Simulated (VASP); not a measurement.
VASP runs on NbTe (a trial cell in the NbAs structure, space group I4_1md) share one base input (PBE GGA, plane waves, VASP's PBE PAW potentials (set 64)) and change the settings named in each case.

File KPOINTS:
```
K-points
0
gamma
8 8 8
0 0 0
```

File POSCAR:
```
NbTe
1
   -1.8533440000     1.8533440000     6.2745110000
    1.8533440000    -1.8533440000     6.2745110000
    1.8533440000     1.8533440000    -6.2745110000
Nb Te
2 2
Direct
  0.7500000000   0.7500000000   0.0000000000
  0.5000000000   0.0000000000   0.5000000000
  0.1660000000   0.1660000000   0.0000000000
  0.9160000000   0.4160000000   0.5000000000
```

### INCAR
```
SYSTEM = NbTe
PREC = Accurate
ENCUT = 400
EDIFF = 1E-6
NELM = 100
ALGO = Normal
LREAL = .FALSE.
LASPH = .TRUE.
ISMEAR = 0
SIGMA = 0.05
GGA = PE
LMAXMIX = 4
LWAVE = .FALSE.
LCHARG = .FALSE.
ISIF = 2
```

POTCAR, in this order: Nb_sv Te (PBE.64 set). Program: vasp_std.

| change | E(σ→0) (eV/atom) | pressure (GPa) | largest force (eV/Å) | −TS (eV) | irreducible k-points |
|---|---|---|---|---|---|
| base run | -6.8016 | 1.17 | 0.309 | -0.0055 | 59 |
| KGAMMA = .TRUE., KSPACING = 0.8, KPOINTS file removed | -6.7625 | 1.74 | 0.495 | -0.0100 | 6 |
| KGAMMA = .TRUE., KSPACING = 0.25, KPOINTS file removed | -6.8021 | 1.14 | 0.329 | -0.0053 | 169 |
| KGAMMA = .TRUE., KSPACING = 0.4, KPOINTS file removed | -6.8012 | 1.15 | 0.345 | -0.0048 | 48 |
| KGAMMA = .FALSE., KSPACING = 0.3, KPOINTS file removed | -6.8014 | 1.16 | 0.326 | -0.0059 | 76 |
 Unless said otherwise, spin-orbit coupling is left out, though it shifts the bands of the heavy elements here.

Left out are runs that ran out of time, are held back, or changed the cell or the kind of run, fixed moments of cells without a moment, rows past the twelfth, gaps on odd meshes, pressures of charged cells and columns that move by less than the noise.

The structure was generated: NbTe was put into the NbAs type (I4_1md), which need not be its known phase. The cell was not relaxed at this level, forces remain on its atoms.
